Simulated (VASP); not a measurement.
Consider the following.

```xyz
2
Lattice="0.0000 2.9863 2.9863 2.9863 0.0000 2.9863 2.9863 2.9863 0.0000" Properties=species:S:1:pos:R:3 pbc="T T T"
Pb     0.0000     0.0000     0.0000
S      2.9863     2.9863     2.9863
```

All values below come from r2SCAN meta-GGA, VASP's PBE PAW potentials (set 64) (plane waves; VASP). Numerical set-up: 520 eV cut-off, 9×9×9 Γ-centred mesh, tetrahedra with Blöchl corrections, potentials Pb_d S.

Unless said otherwise, spin-orbit coupling is left out, though it shifts the bands of the heavy elements here.

### Question
Give the energies of bands 7 to 13 at the high-symmetry points, in eV from the valence-band maximum.

### Answer

| band | Γ | X | U | L | W |
|---|---|---|---|---|---|
| 7 | -6.13 | -7.31 | -8.10 | -8.97 | -8.06 |
| 8 | -2.21 | -5.18 | -4.77 | -1.82 | -4.42 |
| 9 | -2.21 | -3.46 | -2.95 | -1.82 | -4.42 |
| 10 | -2.21 | -3.46 | -2.47 | 0.00 | -1.05 |
| 11 | 5.51 | 4.26 | 3.65 | 0.70 | 2.50 |
| 12 | 5.51 | 5.95 | 4.43 | 2.25 | 5.03 |
| 13 | 5.51 | 6.03 | 5.41 | 2.25 | 5.03 |

The gap is direct, 0.70 eV, from the valence maximum at L to the conduction minimum at L.

Measured: gap 0.37 eV (computed value off by +0.33 eV), as given by Wikipedia, List of semiconductor materials.

The compound is PbS in the rock salt structure. It was relaxed first.
